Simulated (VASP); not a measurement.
Energy against volume of SrCl$_{2}$ (fluorite). Level of theory: vdW-DF-cx, VASP's PBE PAW potentials (set 64) (plane waves; VASP). Settings: 520 eV cut-off, 6×6×6 Γ-centred mesh, Gaussian smearing of 0.050 eV, potentials Sr_sv Cl.

| V (Å³/atom) | E (eV/atom) |
|---|---|
| 26.180 | -2.44812 |
| 27.016 | -2.45866 |
| 27.851 | -2.46226 |
| 28.687 | -2.45998 |

Question: Fit these four points and predict the energy of the run at 29.522 Å³/atom.

Answer: A cubic in V^(−2/3), the third-order Birch-Murnaghan form, passes through the four points with V0 = 27.92 Å³/atom and B0 = 37 GPa, and gives -2.4527 eV/atom there. The run gave -2.4527 eV/atom, -0.0 meV/atom from the fit; all five points give B0 = 37 GPa.

The compound is SrCl2 in the fluorite structure. It was relaxed first.
